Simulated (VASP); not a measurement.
# Si2MoN4: band gap by level of theory

```cif
data_structure
_symmetry_space_group_name_H-M 'P-6m2'
_symmetry_Int_Tables_number 187
_cell_length_a 2.8933
_cell_length_b 2.8933
_cell_length_c 23.0000
_cell_angle_alpha 90.000
_cell_angle_beta 90.000
_cell_angle_gamma 120.000
_cell_volume 166.75
loop_
_atom_site_label
_atom_site_type_symbol
_atom_site_symmetry_multiplicity
_atom_site_Wyckoff_symbol
_atom_site_fract_x
_atom_site_fract_y
_atom_site_fract_z
_atom_site_occupancy
N1 N 2 h 0.33333 0.66667 0.34806 1
N2 N 2 i 0.66667 0.33333 0.44589 1
Si1 Si 2 i 0.66667 0.33333 0.37023 1
Mo1 Mo 1 b 0.00000 0.00000 0.50000 1
```

| rung | level | program and potentials | cutoff (eV) | k mesh | band gap (eV) | notes |
| --- | --- | --- | --- | --- | --- | --- |
| GGA | PBE | VASP, PBE PAW files Mo_sv, N, Si, 520 eV | 520 | 18 × 18 × 1 | 1.80 | - |
| meta-GGA | r2SCAN | VASP, PBE PAW files Mo_sv, N, Si, 520 eV | 520 | 18 × 18 × 1 | 1.89 | potentials made for PBE |
| hybrid | HSE06 | VASP, PBE PAW files Mo_sv, N, Si, 520 eV | 520 | 12 × 12 × 1 | 2.38 | potentials made for PBE |
| hybrid | PBE0 | VASP, PBE PAW files Mo_sv, N, Si, 520 eV | 520 | 12 × 12 × 1 | 3.04 | potentials made for PBE |

Task: work function. All rows: no spin polarisation. Gaps are the least found on the k mesh or the band path, and a mesh can miss the band edges. The cell was made for these runs and isn't a measured one. Meshes differ between rows, which moves values too. All levels ran on this one cell, unrelaxed unless noted. Meshes are those of the run's cell of 7 atoms unless a note names another. Runs on faulty files, with rough fits or with known faults for this quantity aren't shown. No row holds spin-orbit coupling.

By rung: GGA 1.80; meta-GGA 1.89; hybrid 2.38 to 3.04 (eV).
